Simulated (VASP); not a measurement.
Given:

```
CELL_PARAMETERS angstrom
      1.45153    -2.51412     0.00000
      1.45153     2.51412     0.00000
      0.00000     0.00000     4.92482
ATOMIC_POSITIONS crystal
  Zr 0.33333 0.66667 0.25000
  Zr 0.66667 0.33333 0.75000
```

Level of theory: PBEsol GGA, VASP's PBE PAW potentials (set 64) (plane waves; VASP). Numerical set-up: 500 eV cut-off, 14×14×8 Γ-centred mesh, first-order Methfessel-Paxton smearing of 0.10 eV, potentials Zr_sv.

### Question
Predict the energy per atom (σ→0), pressure, band gap (on the k-mesh) with the smallest direct gap where there is one.

### Answer

```
Item                                                        Result
------------------------  ----------------------------------------
band gap (on the k-mesh)  none (metal, semimetal or under 0.01 eV)
energy per atom (σ→0)                               -8.712 eV/atom
pressure                                                 30.17 GPa
```

The absolute energy has meaning only against runs of the same code, potentials and settings.

The compound is Zr in the hcp structure. It was relaxed first under an external pressure of 30 GPa.
